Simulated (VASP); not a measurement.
OSZICAR of a VASP run on Al₃₃As₃₁:

File OSZICAR:
```
       N       E                     dE             d eps       ncg     rms          rms(c)
DAV:   1     0.129577306333E+04    0.12958E+04   -0.90695E+04   320   0.110E+03
DAV:   2    -0.141390274817E+03   -0.14372E+04   -0.13648E+04   432   0.196E+02
DAV:   3    -0.294397622034E+03   -0.15301E+03   -0.15092E+03   376   0.654E+01
DAV:   4    -0.298947115474E+03   -0.45495E+01   -0.45371E+01   368   0.127E+01
DAV:   5    -0.299046432237E+03   -0.99317E-01   -0.99208E-01   400   0.206E+00    0.178E+01
RMM:   6    -0.292649679816E+03    0.63968E+01   -0.10547E+01   320   0.441E+00    0.105E+01
RMM:   7    -0.291871307140E+03    0.77837E+00   -0.11513E+01   321   0.462E+00    0.425E+00
RMM:   8    -0.291760772801E+03    0.11053E+00   -0.98719E-01   320   0.187E+00    0.256E+00
RMM:   9    -0.291780675712E+03   -0.19903E-01   -0.37295E-01   321   0.990E-01    0.187E+00
RMM:  10    -0.291712825712E+03    0.67850E-01   -0.15948E-01   320   0.636E-01    0.909E-01
RMM:  11    -0.291698440092E+03    0.14386E-01   -0.20079E-02   320   0.255E-01    0.388E-01
RMM:  12    -0.291700318888E+03   -0.18788E-02   -0.13824E-02   323   0.160E-01    0.320E-01
RMM:  13    -0.291700451211E+03   -0.13232E-03   -0.20730E-03   321   0.757E-02    0.193E-01
RMM:  14    -0.291700917425E+03   -0.46621E-03   -0.36022E-03   320   0.103E-01    0.426E-02
RMM:  15    -0.291700963732E+03   -0.46307E-04   -0.56713E-04   320   0.396E-02    0.290E-02
RMM:  16    -0.291700968042E+03   -0.43098E-05   -0.86859E-05   310   0.186E-02
   1 F= -.29170097E+03 E0= -.29166463E+03  d E =-.291701E+03
       N       E                     dE             d eps       ncg     rms          rms(c)
DAV:   1    -0.291774369928E+03   -0.73406E-01   -0.13890E+00   352   0.209E+00    0.773E-01
RMM:   2    -0.291798006474E+03   -0.23637E-01   -0.11997E-01   320   0.541E-01    0.985E-01
RMM:   3    -0.291773043420E+03    0.24963E-01   -0.20818E-02   320   0.251E-01    0.188E-01
RMM:   4    -0.291772704164E+03    0.33926E-03   -0.42060E-03   321   0.114E-01    0.125E-01
RMM:   5    -0.291772683505E+03    0.20659E-04   -0.10278E-03   329   0.579E-02    0.102E-01
RMM:   6    -0.291772610961E+03    0.72544E-04   -0.38970E-04   319   0.346E-02    0.622E-02
RMM:   7    -0.291772625575E+03   -0.14614E-04   -0.17294E-04   313   0.233E-02    0.384E-02
RMM:   8    -0.291772612778E+03    0.12797E-04   -0.49808E-05   255   0.127E-02    0.146E-02
RMM:   9    -0.291772613563E+03   -0.78427E-06   -0.15463E-05   200   0.712E-03
   2 F= -.29177261E+03 E0= -.29173533E+03  d E =-.716455E-01
       N       E                     dE             d eps       ncg     rms          rms(c)
DAV:   1    -0.291793737340E+03   -0.21125E-01   -0.10820E+00   352   0.184E+00    0.705E-01
RMM:   2    -0.291816041280E+03   -0.22304E-01   -0.96109E-02   320   0.481E-01    0.998E-01
RMM:   3    -0.291792006406E+03    0.24035E-01   -0.17407E-02   320   0.226E-01    0.154E-01
RMM:   4    -0.291791792853E+03    0.21355E-03   -0.32309E-03   321   0.102E-01    0.957E-02
RMM:   5    -0.291791814067E+03   -0.21214E-04   -0.77101E-04   328   0.515E-02    0.822E-02
RMM:   6    -0.291791774296E+03    0.39770E-04   -0.26652E-04   317   0.295E-02    0.552E-02
RMM:   7    -0.291791771356E+03    0.29402E-05   -0.11404E-04   309   0.198E-02    0.234E-02
RMM:   8    -0.291791772252E+03   -0.89549E-06   -0.31655E-05   220   0.105E-02
   3 F= -.29179177E+03 E0= -.29175397E+03  d E =-.908042E-01
       N       E                     dE             d eps       ncg     rms          rms(c)
DAV:   1    -0.291806636198E+03   -0.14865E-01   -0.33487E-01   336   0.112E+00    0.283E-01
RMM:   2    -0.291810277372E+03   -0.36412E-02   -0.22476E-02   320   0.264E-01    0.389E-01
RMM:   3    -0.291807685253E+03    0.25921E-02   -0.40334E-03   320   0.121E-01    0.783E-02
RMM:   4    -0.291807690618E+03   -0.53650E-05   -0.73575E-04   322   0.551E-02    0.612E-02
RMM:   5    -0.291807694192E+03   -0.35748E-05   -0.20610E-04   325   0.293E-02    0.528E-02
RMM:   6    -0.291807678736E+03    0.15456E-04   -0.11879E-04   320   0.200E-02    0.177E-02
RMM:   7    -0.291807684398E+03   -0.56623E-05   -0.28390E-05   210   0.105E-02
   4 F= -.29180768E+03 E0= -.29176963E+03  d E =-.159121E-01
       N       E                     dE             d eps       ncg     rms          rms(c)
DAV:   1    -0.291811379261E+03   -0.37005E-02   -0.25864E-01   360   0.979E-01    0.248E-01
RMM:   2    -0.291814296994E+03   -0.29177E-02   -0.17472E-02   320   0.233E-01    0.351E-01
RMM:   3    -0.291812235863E+03    0.20611E-02   -0.31623E-03   320   0.107E-01    0.701E-02
RMM:   4    -0.291812242414E+03   -0.65508E-05   -0.57151E-04   322   0.488E-02    0.537E-02
RMM:   5    -0.291812250996E+03   -0.85819E-05   -0.16350E-04   325   0.261E-02    0.485E-02
RMM:   6    -0.291812237605E+03    0.13391E-04   -0.94447E-05   317   0.179E-02    0.151E-02
RMM:   7    -0.291812242027E+03   -0.44220E-05   -0.21133E-05   200   0.935E-03
   5 F= -.29181224E+03 E0= -.29177404E+03  d E =-.204698E-01
       N       E                     dE             d eps       ncg     rms          rms(c)
DAV:   1    -0.291814730775E+03   -0.24932E-02   -0.13045E-01   360   0.688E-01    0.165E-01
RMM:   2    -0.291816077001E+03   -0.13462E-02   -0.96327E-03   320   0.173E-01    0.230E-01
RMM:   3    -0.291815278577E+03    0.79842E-03   -0.16272E-03   320   0.765E-02    0.486E-02
RMM:   4    -0.291815257875E+03    0.20702E-04   -0.28959E-04   324   0.337E-02    0.307E-02
RMM:   5    -0.291815265212E+03   -0.73370E-05   -0.10231E-04   319   0.190E-02    0.330E-02
RMM:   6    -0.291815252681E+03    0.12531E-04   -0.41169E-05   245   0.113E-02    0.982E-03
RMM:   7    -0.291815253708E+03   -0.10269E-05   -0.71170E-06   194   0.546E-03
   6 F= -.29181525E+03 E0= -.29177705E+03  d E =-.301168E-02
       N       E                     dE             d eps       ncg     rms          rms(c)
DAV:   1    -0.291815422481E+03   -0.16980E-03   -0.18209E-02   360   0.257E-01    0.618E-02
RMM:   2    -0.291815618215E+03   -0.19573E-03   -0.13616E-03   320   0.648E-02    0.888E-02
RMM:   3    -0.291815500579E+03    0.11764E-03   -0.23200E-04   320   0.289E-02    0.189E-02
RMM:   4    -0.291815498376E+03    0.22020E-05   -0.40817E-05   243   0.128E-02
   7 F= -.29181550E+03 E0= -.29177730E+03  d E =-.325635E-02
       N       E                     dE             d eps       ncg     rms          rms(c)
DAV:   1    -0.291816277807E+03   -0.77723E-03   -0.29668E-02   336   0.339E-01    0.741E-02
RMM:   2    -0.291816482621E+03   -0.20481E-03   -0.19895E-03   320   0.808E-02    0.766E-02
RMM:   3    -0.291816423546E+03    0.59075E-04   -0.35513E-04   325   0.366E-02    0.314E-02
RMM:   4    -0.291816415883E+03    0.76630E-05   -0.57959E-05   273   0.162E-02
   8 F= -.29181642E+03 E0= -.29177827E+03  d E =-.917506E-03
       N       E                     dE             d eps       ncg     rms          rms(c)
DAV:   1    -0.291816543301E+03   -0.11976E-03   -0.15664E-02   360   0.245E-01    0.532E-02
RMM:   2    -0.291816648459E+03   -0.10516E-03   -0.10273E-03   320   0.587E-02    0.538E-02
RMM:   3    -0.291816624194E+03    0.24265E-04   -0.18906E-04   323   0.270E-02    0.263E-02
RMM:   4    -0.291816619916E+03    0.42777E-05   -0.32700E-05   228   0.122E-02
   9 F= -.29181662E+03 E0= -.29177851E+03  d E =-.112154E-02
```

Task: Which electronic solver shows in the log?

Result: It is blocked Davidson (ALGO = Normal, or the opening steps of other solvers) and then RMM-DIIS (ALGO = Fast or VeryFast). The INCAR had ALGO = Fast.

Task: Can the final energy be trusted as converged?

Result: The run converged. It stopped with EDIFF = 1E-5, NELM = 100, NSW = 60 and EDIFFG = -0.03 after 9 ionic steps (PBE GGA, plane waves, VASP's PBE PAW potentials (set 64)). The supercell is sampled at Γ alone, which is coarse: total energies, pressure and levels can be off, energies of defects by several tenths of an eV.

The cell is a supercell with a defect, built from AlAs (zinc blende): Al_As. The run is not spin-polarised, so no state with unpaired spins was tried.
